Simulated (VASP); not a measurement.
Consider the following.

```
CELL_PARAMETERS angstrom
      1.77667    -3.07728     0.00000
      1.77667     3.07728     0.00000
      0.00000     0.00000     5.50680
ATOMIC_POSITIONS crystal
  Dy 0.33333 0.66667 0.25000
  Dy 0.66667 0.33333 0.75000
```

Calculation: PBEsol GGA, VASP's PBE PAW potentials (set 64) (plane waves; VASP). Numerical set-up: 480 eV cut-off, 12×12×6 Γ-centred mesh, first-order Methfessel-Paxton smearing of 0.10 eV, potentials Dy_3.

The 4f electrons are frozen in the core of the lanthanide potential, so 4f levels, which can set the real gap, and their magnetism are missing. Energy and stress use the plane-wave basis of the starting cell.

Question: The ions, cell shape and volume at an external pressure of 10.0 GPa are relaxed. Which structure does the run end with?

Answer: 
```
CELL_PARAMETERS angstrom
      1.65818    -2.87205     0.00000
      1.65818     2.87205     0.00000
      0.00000     0.00000     5.28249
ATOMIC_POSITIONS crystal
  Dy 0.33333 0.66667 0.25000
  Dy 0.66667 0.33333 0.75000
```
Space group P6_3/mmc (194), at a tolerance of 0.03 Å.

Question: How do energy and volume change from the first to the last step?

Answer: The energy (σ→0) changes by +137.2 meV/atom and the volume by -16.4 %, in 10 ionic steps.

The compound is Dy in the hcp structure. This run relaxes it under an external pressure of 10 GPa. Symmetry was kept, so distortions that lower it aren't found.
